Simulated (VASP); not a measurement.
Given:

```xyz
3
Lattice="0.0000 2.8939 2.8939 2.8939 0.0000 2.8939 2.8939 2.8939 0.0000" Properties=species:S:1:pos:R:3 pbc="T T T"
Li     4.3408     4.3408     4.3408
Li     1.4469     1.4469     1.4469
S      0.0000     0.0000     0.0000
```

The numbers are results of PBE0 hybrid, VASP's PBE PAW potentials (set 64) (plane waves; VASP), not measurements. Numerical set-up: 400 eV cut-off, 7×7×7 Γ-centred mesh, Fermi-Dirac smearing of 0.010 eV, potentials Li_sv S.

At this cut-off the stress carries a Pulay error, which pulls relaxed volumes low.

Problem. Predict the energy per atom (σ→0), pressure.

Solution. 
| Item | Result |
|---|---|
| energy per atom (σ→0) | -465.1 kJ/mol of atoms |
| pressure | -41.4 kbar |

The absolute energy has meaning only against runs of the same code, potentials and settings.

The structure comes from a computed database's Li2S entry; how it stands against other phases isn't given here. The cell was not relaxed at this level.
